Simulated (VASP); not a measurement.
Computed with r2SCAN meta-GGA, VASP's PBE PAW potentials (set 64) (plane waves; VASP).

A VASP calculation is set up with these files.

POSCAR:
```
W
1
   -0.0000000000     2.0109726133     2.0109726133
    2.0109726133     0.0000000000     2.0109726133
    2.0109726133     2.0109726133    -0.0000000000
W
1
Direct
  0.0000000000   0.0000000000   0.0000000000
```

**INCAR**
```
! general
SYSTEM  = W
PREC    = Accurate
ENCUT   = 400
LREAL   = .FALSE.   ! projection in real space or not
LASPH   = .TRUE.   ! aspherical one-centre terms

! electronic loop
EDIFF   = 1E-6   ! SCF stop (eV)
NELM    = 100   ! most electronic steps
ALGO    = Normal
LMAXMIX = 6   ! l cut-off of mixed one-centre charges
LMIXTAU = .TRUE.

! smearing
ISMEAR  = 1   ! Methfessel-Paxton
SIGMA   = 0.1   ! width (eV)

! functional
METAGGA = R2SCAN

! ions
IBRION  = 2   ! conjugate gradients
NSW     = 60
ISIF    = 3
EDIFFG  = -0.01   ! ionic stop

! output
LWAVE   = .FALSE.
LCHARG  = .FALSE.
```

### KPOINTS
```
Automatic mesh
0
Gamma
14 14 14
0 0 0
```

POTCAR, in this order: W_sv (PBE.64 set). Program: vasp_std.

Output of the run:

**OSZICAR**
```
       N       E                     dE             d eps       ncg     rms          rms(c)
DAV:   1     0.253182915248E+02    0.25318E+02   -0.71291E+03  2320   0.124E+03
DAV:   2    -0.537638462368E+02   -0.79082E+02   -0.76669E+02  2453   0.304E+02
DAV:   3    -0.551011615291E+02   -0.13373E+01   -0.13197E+01  2631   0.406E+01
DAV:   4    -0.551086580969E+02   -0.74966E-02   -0.74951E-02  2414   0.323E+00
DAV:   5    -0.551087211614E+02   -0.63064E-04   -0.63065E-04  2561   0.300E-01    0.210E+01
DAV:   6    -0.503061874980E+02    0.48025E+01   -0.22842E+00  2372   0.220E+01    0.413E+00
DAV:   7    -0.509298929382E+02   -0.62371E+00   -0.16493E-01  2303   0.496E+00    0.256E+00
DAV:   8    -0.505229599949E+02    0.40693E+00   -0.38389E-01  2336   0.823E+00    0.254E+00
DAV:   9    -0.507627380654E+02   -0.23978E+00   -0.98849E-02  2519   0.289E+00    0.132E+00
DAV:  10    -0.507923349604E+02   -0.29597E-01   -0.82761E-03  2324   0.115E+00    0.670E-01
DAV:  11    -0.507956505917E+02   -0.33156E-02   -0.28993E-03  2396   0.718E-01    0.662E-02
DAV:  12    -0.507954603010E+02    0.19029E-03   -0.23958E-04  2339   0.209E-01    0.448E-02
DAV:  13    -0.507956395810E+02   -0.17928E-03   -0.67642E-05  2321   0.108E-01    0.205E-02
DAV:  14    -0.507956096302E+02    0.29951E-04   -0.12574E-05  2366   0.457E-02    0.144E-02
DAV:  15    -0.507956253923E+02   -0.15762E-04   -0.30151E-06  2426   0.254E-02    0.532E-03
DAV:  16    -0.507956244803E+02    0.91199E-06   -0.95481E-07  1364   0.110E-02
   1 F= -.50795624E+02 E0= -.50795781E+02  d E =-.507956E+02
```

### OUTCAR
```
------------------------ aborting loop because EDIFF is reached ----------------------------------------
  FORCE on cell =-STRESS in cart. coord.  units (eV):
  Direction    XX          YY          ZZ          XY          YZ          ZX
  --------------------------------------------------------------------------------------
  Total        0.0008851      0.0008851      0.0008851     -0.0000000     -0.0000000      0.0000000
  in kB        0.0871897      0.0871897      0.0871897     -0.0000000     -0.0000000      0.0000000
  external PRESSURE =       0.0871897 kB  Pullay stress =       0.0000000 kB
  volume of cell :       16.26
      direct lattice vectors                 reciprocal lattice vectors
     0.000000000  2.010972613  2.010972613    -0.248635907  0.248635907  0.248635907
     2.010972613  0.000000000  2.010972613     0.248635907 -0.248635907  0.248635907
     2.010972613  2.010972613  0.000000000     0.248635907  0.248635907 -0.248635907
 POSITION                                       TOTAL-FORCE (eV/Angst)
 -----------------------------------------------------------------------------------
      0.00000      0.00000      0.00000         0.000000      0.000000     -0.000000
 -----------------------------------------------------------------------------------
    total drift:                               -0.000000     -0.000000     -0.000000
  FREE ENERGIE OF THE ION-ELECTRON SYSTEM (eV)
  ---------------------------------------------------
  free  energy   TOTEN  =       -50.7956244803 eV

  energy  without entropy=      -50.7960941750  energy(sigma->0) =      -50.79578105

 reached required accuracy - stopping structural energy minimisation
```
(Selected blocks of OUTCAR.)

The structure was generated: W was put into the fcc type (Fm-3m), which need not be its known phase. It was relaxed first. The start is the result of an earlier pass.
